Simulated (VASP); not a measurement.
VASP runs on BaF2 (fluorite) share one base input (PBE GGA, plane waves, VASP's PBE PAW potentials (set 64)) and change the settings named in each case.

File KPOINTS:
```
Automatic mesh
0
Gamma
7 7 7
0 0 0
```

INCAR:
```
# general
SYSTEM =BaF2
PREC   =Accurate
ENCUT  =520   # plane-wave cut-off (eV)
LREAL  =.FALSE.   # projection in real space or not
LASPH  =.TRUE.   # aspherical one-centre terms

# electronic loop
EDIFF  =1E-6   # SCF stop (eV)
NELM   =100
ALGO   =Normal   # blocked Davidson
LMAXMIX=4

# smearing
ISMEAR =0
SIGMA  =0.05

# functional
GGA    =PE

# ions
ISIF   =2

# output
LWAVE  =.FALSE.
LCHARG =.FALSE.
```

File POSCAR:
```
BaF2
1.0
  0.0000000000   3.1000000000   3.1000000000
  3.1000000000   0.0000000000   3.1000000000
  3.1000000000   3.1000000000   0.0000000000
Ba F
1 2
Direct
  0.0000000000   0.0000000000   0.0000000000
  0.2500000000   0.2500000000   0.2500000000
  0.7500000000   0.7500000000   0.7500000000
```

POTCAR, in this order: Ba_sv F (PBE.64 set). Program: vasp_std.

```json
[
 {"change": "base run", "E(σ→0) (eV/atom)": "-5.7029", "pressure (GPa)": "2.38", "electronic steps": "13"},
 {"change": "AMIX = 0.05, BMIX = 3.0, IMIX = 4", "E(σ→0) (eV/atom)": "-5.7029", "pressure (GPa)": "2.29", "electronic steps": "29"},
 {"change": "AMIX = 0.05, BMIX = 3.0, IMIX = 1 (not converged)", "E(σ→0) (eV/atom)": "-5.6930", "pressure (GPa)": "4.06", "electronic steps": "100"},
 {"change": "AMIX = 0.2, BMIX = 0.0001, IMIX = 4", "E(σ→0) (eV/atom)": "-5.7029", "pressure (GPa)": "2.31", "electronic steps": "15"},
 {"change": "AMIX = 0.1, BMIX = 1.0, IMIX = 1", "E(σ→0) (eV/atom)": "-5.7029", "pressure (GPa)": "2.37", "electronic steps": "80"},
 {"change": "AMIX = 0.2, BMIX = 1.0, IMIX = 1", "E(σ→0) (eV/atom)": "-5.7029", "pressure (GPa)": "2.36", "electronic steps": "44"}
]
```
 Unless said otherwise, spin-orbit coupling is left out, though it shifts the bands of the heavy elements here.

Left out are runs that ran out of time, are held back, or changed the cell or the kind of run, fixed moments of cells without a moment, rows past the twelfth, gaps on odd meshes, pressures of charged cells and columns that move by less than the noise.

The compound is BaF2 in the fluorite structure. The cell was not relaxed at this level.
